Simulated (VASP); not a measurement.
Given:

```
CELL_PARAMETERS angstrom
      3.97541     0.00000     0.00000
      1.98610     3.44403     0.00000
      0.01644     0.02834     9.86408
ATOMIC_POSITIONS crystal
  In 0.33315 0.33417 0.81037
  In 0.66685 0.66583 0.18963
  Se 0.00000 0.00000 0.00000
  Se 0.33344 0.33118 0.32365
  Se 0.66656 0.66882 0.67635
```

Calculation: PBEsol GGA, VASP's PBE PAW potentials (set 64) (plane waves; VASP 6.6.1). Run with 300 eV cut-off, 4×4×2 Γ-centred mesh, Fermi-Dirac smearing of 0.10 eV, potentials In_d Se.

At this cut-off the stress carries a Pulay error, which pulls relaxed volumes low. Energy and stress use the plane-wave basis of the starting cell.

Task: The ions, cell shape and volume are relaxed. Give the cell that the relaxation ends in.

Result: 
```
CELL_PARAMETERS angstrom
      3.97330     0.00173    -0.00334
      1.98654     3.44007    -0.00531
      0.00732     0.01674     9.07849
ATOMIC_POSITIONS crystal
  In 0.33338 0.33468 0.79963
  In 0.66662 0.66532 0.20037
  Se 0.00000 0.00000 0.00000
  Se 0.33347 0.33161 0.34853
  Se 0.66653 0.66839 0.65147
```
Space group P-3m1 (164), at a tolerance of 0.03 Å.

Task: How do energy and volume change from the first to the last step?

Result: The energy (σ→0) changes by -12.0 meV/atom and the volume by -8.1 %, in 21 ionic steps.

The structure comes from a computed database's In2Se3 entry; how it stands against other phases isn't given here. In the starting cell atoms are displaced from their ideal sites. This run relaxes it. Symmetry was kept, so distortions that lower it aren't found. The k-mesh is coarse (spacing up to 0.46 per Å, 2π included), so the numbers may not be converged in it. The run is one of a series of settings (EDIFFG = -0.01, IBRION = 2, ISIF = 3, NSW = 50 against the base run), some of them coarse on purpose.
